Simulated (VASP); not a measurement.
Here is the system:

```
CELL_PARAMETERS angstrom
      0.00000     3.02079     3.02079
      3.02079     0.00000     3.02079
      3.02079     3.02079     0.00000
ATOMIC_POSITIONS crystal
  Sr 0.00000 0.00000 0.00000
```

Computed with MS2 meta-GGA, VASP's PBE PAW potentials (set 64) (plane waves; VASP). Numerical set-up: 520 eV cut-off, 10×10×10 Γ-centred mesh, first-order Methfessel-Paxton smearing of 0.10 eV, potentials Sr_sv.

Q: What does the run give for the energy per atom (σ→0), band gap (on the k-mesh) with the smallest direct gap where there is one?

A: 
```json
{
  "band gap (on the k-mesh)": "none (metal, semimetal or under 0.01 eV)",
  "energy per atom (σ→0)": "-2.175 eV/atom"
}
```

Total energies compare only between runs with the same potentials, cut-off and functional.

The compound is Sr in the fcc structure. It was relaxed first. The start is the result of an earlier pass.
